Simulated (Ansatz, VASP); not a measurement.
# InAs: VASP beside Ansatz

Aim: how closely do two programs agree when they are given the same cell, functional and k mesh? The cell is taken from a series of runs on this material, whose earlier steps may have relaxed, scaled, displaced or heated it; both programs get it as it stands.

Method: plane waves, with VASP 6.6.1 beside it; single point at HSE06, in Ansatz 0.2.0.

### Step 1. Set-up

Symmetry: F-43m, No. 216, cubic system. Conventional cell: a = 6.088 Å, b = 6.088 Å, c = 6.088 Å, α = 90.00°, β = 90.00°, γ = 90.00°. In has 4 As at 2.64 Å nearest. As has 4 In at 2.64 Å nearest. Farther neighbours are not listed.

As a file:

```xyz
2
Lattice="0.0000 3.0441 3.0441 3.0441 0.0000 3.0441 3.0441 3.0441 0.0000" Properties=species:S:1:pos:R:3 pbc="T T T"
In    0.0000    0.0000    0.0000
As    4.5661    4.5661    4.5661
```

### Step 2. VASP: single point, HSE06

With cell and atoms fixed, the geometry can't cause a difference; cores, projectors, grids and the points listed under the comparison can.

Lines of VASP's logs that name or quote its potential files are left out, and so is its time.

The run reads the wave functions of an earlier VASP run, which isn't shown here.

INCAR

```
SYSTEM = InAs
PREC = Accurate
ENCUT = 400
EDIFF = 1E-06
NELM = 100
ISMEAR = -1
SIGMA = 0.02
LREAL = .FALSE.
ALGO = Normal
LHFCALC = .TRUE.
AEXX = 0.25
GGA = PE
HFSCREEN = 0.208
LASPH = .TRUE.
NBANDS = 15
PRECFOCK = Fast
LORBIT = 11
LWAVE = .FALSE.
LCHARG = .FALSE.
KPAR = 8
ISIF = 2
```

POSCAR

```
InAs
1.0
    0.0000000000      3.0440845663      3.0440845663
    3.0440845663      0.0000000000      3.0440845663
    3.0440845663      3.0440845663      0.0000000000
In As
1 1
Direct
    0.0000000000      0.0000000000      0.0000000000
    0.7500000000      0.7500000000      0.7500000000
```

KPOINTS

```
Automatic mesh
0
Gamma
5 5 5
0 0 0
```

Potentials, in the order of the species: In_d and As (PBE family, release 64).

Command:

```console
$ mpirun -np 8 vasp_std
```

Numbers of over 12 decimals in the logs are rounded to 6 here.

Log:

```text
[banner, memory and clock lines left out]
running    8 mpi-ranks, on    1 nodes
 distrk:  each k-point on    1 cores,    8 groups
 distr:  one band on    1 cores,    1 groups

 POSCAR found type information on POSCAR InAs
 POSCAR found :  2 types and       2 ions
|                                                                             |
|           W    W    AA    RRRRR   N    N  II  N    N   GGGG   !!!           |
|           W    W   A  A   R    R  NN   N  II  NN   N  G    G  !!!           |
|           W    W  A    A  R    R  N N  N  II  N N  N  G       !!!           |
|           W WW W  AAAAAA  RRRRR   N  N N  II  N  N N  G  GGG   !            |
|           WW  WW  A    A  R   R   N   NN  II  N   NN  G    G                |
|           W    W  A    A  R    R  N    N  II  N    N   GGGG   !!!           |
|                                                                             |
|     For optimal performance we recommend to set                             |
|       NCORE = 2 up to number-of-cores-per-socket                            |
|     NCORE specifies how many cores store one orbital (NPAR=cpu/NCORE).      |
|     This setting can greatly improve the performance of VASP for DFT.       |
|     The default, NCORE=1 might be grossly inefficient on modern             |
|     multi-core architectures or massively parallel machines. Do your        |
|     Unfortunately you need to use the default for GW and RPA                |
|     calculations (for HF NCORE is supported but not extensively tested      |
|     yet).                                                                   |
|                                                                             |

 LDA part: xc-table for (Slater+PW92), standard interpolation
 found WAVECAR, reading the header
 POSCAR, INCAR and KPOINTS ok, starting setup
 FFT: planning ... GRIDC
 FFT: planning ... GRID_SOFT
 FFT: planning ... GRID
 reading WAVECAR
 the WAVECAR file was read successfully
 initial charge from wavefunction
 entering main loop
       N       E                     dE             d eps       ncg     rms          rms(c)
DAV:   1    -0.918242947105E+01   -0.91824E+01   -0.52809E-01   356   0.865E+00    0.355E+00
DAV:   2    -0.919184369786E+01   -0.94142E-02   -0.39724E-02   376   0.147E+00    0.376E+00
DAV:   3    -0.919088308129E+01    0.96062E-03   -0.11748E-03   416   0.456E-01    0.247E+00
DAV:   4    -0.919048019457E+01    0.40289E-03   -0.22572E-04   409   0.184E-01    0.154E+00
DAV:   5    -0.919036341881E+01    0.11678E-03   -0.75809E-05   357   0.922E-02    0.938E-01
DAV:   6    -0.919032739022E+01    0.36029E-04   -0.18317E-05   377   0.470E-02    0.569E-01
DAV:   7    -0.919031595107E+01    0.11439E-04   -0.43581E-06   342   0.236E-02    0.342E-01
DAV:   8    -0.919031276068E+01    0.31904E-05   -0.17329E-06   342   0.127E-02    0.206E-01
DAV:   9    -0.919031169238E+01    0.10683E-05   -0.59038E-07   220   0.693E-03    0.123E-01
DAV:  10    -0.919031214407E+01   -0.45169E-06   -0.32182E-07   213   0.489E-03
   1 F= -.91903121E+01 E0= -.91903120E+01  d E =-.277714E-06
```

Parts of OUTCAR (step 2):

```text
ion  position               nearest neighbor table
   1  0.000  0.000  0.000-   2 2.64   2 2.64   2 2.64   2 2.64
   2  0.750  0.750  0.750-   1 2.64   1 2.64   1 2.64   1 2.64

  LATTYP: Found a face centered cubic cell.
 ALAT       =     6.0881691326

 Subroutine GETGRP returns: Found 24 space group operations
 (whereof 24 operations were pure point group operations)

The static configuration has the point symmetry T_d .

 Found     10 irreducible k-points:

   k-points           NKPTS =     10   k-points in BZ     NKDIM =    125   number of bands    NBANDS=     15

   dimension x,y,z NGX =    28 NGY =   28 NGZ =   28
   dimension x,y,z NGXF=    56 NGYF=   56 NGZF=   56

   ENCUT  =  400.0 eV  29.40 Ry    5.42 a.u.   7.02  7.02  7.02*2*pi/ulx,y,z

   NELECT =      18.0000    total number of electrons

 k-points in reciprocal lattice and weights: Automatic mesh
   0.00000000  0.00000000  0.00000000       0.008
   0.20000000  0.00000000  0.00000000       0.064
   0.40000000  0.00000000  0.00000000       0.064
   0.20000000  0.20000000  0.00000000       0.048
   0.40000000  0.20000000  0.00000000       0.192
  -0.40000000  0.20000000  0.00000000       0.192
  -0.20000000  0.20000000  0.00000000       0.096
   0.40000000  0.40000000  0.00000000       0.048
  -0.40000000  0.40000000  0.00000000       0.096
  -0.40000000  0.40000000  0.20000000       0.192

  exchange ACFDT corr.  =         0.00000000  see jH, gK, PRB 81, 115126

 average (electrostatic) potential at core
       1 -90.5915       2 -46.0415

 E-fermi :   4.1281

 k-point     1 :       0.0000    0.0000    0.0000
  band No.  band energies     occupation
    ...
      5     -12.0742      2.00000
      6      -8.9867      2.00000
      7       3.9020      1.99998
      8       3.9020      1.99998
      9       3.9020      1.99998
     10       4.3323      0.00007
     11       8.5620      0.00000
     12       8.5620      0.00000
     13       8.5620      0.00000
     14      12.2807      0.00000
    ...

 k-point     2 :       0.2000    0.0000    0.0000
  band No.  band energies     occupation
    ...
      5     -12.0740      2.00000
      6      -8.5674      2.00000
      7       0.8221      2.00000
      8       3.4712      2.00000
      9       3.4712      2.00000
     10       5.8243      0.00000
     11       9.1557      0.00000
     12       9.1557      0.00000
     13       9.2648      0.00000
     14      13.2441      0.00000
    ...

 k-point     3 :       0.4000    0.0000    0.0000
  band No.  band energies     occupation
    ...
      5     -12.0691      2.00000
      6      -7.6535      2.00000
      7      -1.8010      2.00000
      8       2.9414      2.00000
      9       2.9414      2.00000
     10       5.5715      0.00000
     11       9.3763      0.00000
     12       9.3763      0.00000
     13      11.4249      0.00000
     14      13.1879      0.00000
    ...

  Total        0.1392988      0.1392988      0.1392988     -0.0000000      0.0000000      0.0000000
  in kB        3.9560131      3.9560131      3.9560131     -0.0000000      0.0000000      0.0000000
  external PRESSURE =       3.9560131 kB  Pullay stress =       0.0000000 kB

  energy-cutoff  :      400.00
  volume of cell :       56.42
      direct lattice vectors                 reciprocal lattice vectors
     0.000000000  3.044084566  3.044084566    -0.164252993  0.164252993  0.164252993
     3.044084566  0.000000000  3.044084566     0.164252993 -0.164252993  0.164252993
     3.044084566  3.044084566  0.000000000     0.164252993  0.164252993 -0.164252993

 POSITION                                       TOTAL-FORCE (eV/Angst)
 -----------------------------------------------------------------------------------
      0.00000      0.00000      0.00000         0.000000     -0.000000      0.000000
      4.56613      4.56613      4.56613        -0.000000      0.000000     -0.000000
 -----------------------------------------------------------------------------------
    total drift:                               -0.000009     -0.000005     -0.000010

  FREE ENERGIE OF THE ION-ELECTRON SYSTEM (eV)
  ---------------------------------------------------
  free  energy   TOTEN  =        -9.1903121441 eV

  energy  without entropy=       -9.1903118664  energy(sigma->0) =       -9.19031201

 total charge
# of ion       s       p       d       tot
------------------------------------------
    1        0.851   0.732   9.902  11.485
    2        1.224   1.612   0.021   2.857
--------------------------------------------------
tot          2.075   2.344   9.924  14.343

[... 3 further parts left out ...]
```

The run ends at a pressure of 0.40 GPa.

(Part 1 of 2 ends here.)

[Lines on the potential files, build, host, timing and source positions are cut from VASP's logs without a mark.]

[Logs are printed without paths, hosts, clocks, repeated set-up lines and the standing remarks that a program may print on its own settings, such as how far it seeks lower states.]

[Hosts, paths, dates, database ids (printed as entryN), source tags and the programs' standing remarks are cut or masked in the printed files.]
